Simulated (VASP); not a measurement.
The cell holds one Tl (hcp) (0 0 0 1) slab, with vacuum along c, ions free to move until forces fall under 0.03 eV/Å, no reconstruction beyond this cell, dipole correction on.

Input:

```
Tl
1.0
    3.54268     0.00000     0.00000
   -1.77134     3.06805     0.00000
    0.00000     0.00000    26.21515
Tl
4
Direct
  0.66667   0.33333   0.45032
  0.33333   0.66667   0.34725
  0.66667   0.33333   0.65275
  0.33333   0.66667   0.54968
```

Method: r2SCAN meta-GGA, VASP's PBE PAW potentials (set 64) (plane waves; VASP). Run with 400 eV cut-off, 9×9×1 Γ-centred mesh, first-order Methfessel-Paxton smearing of 0.10 eV, potentials Tl_d.

Slab and bulk use different k-meshes, so the surface energy is good to a few per cent at best. Unless said otherwise, spin-orbit coupling is left out, though it shifts the bands of the heavy elements here.

Problem. Predict its surface energy, work function, band gap (on the k-mesh).

Solution. 
- surface energy = 0.31 J/m^2
- work function = 3.42 eV
- band gap (on the k-mesh) = none (metal, semimetal or under 0.01 eV)

The cell is a thin slab with vacuum, built from Tl (hcp): (001) face.
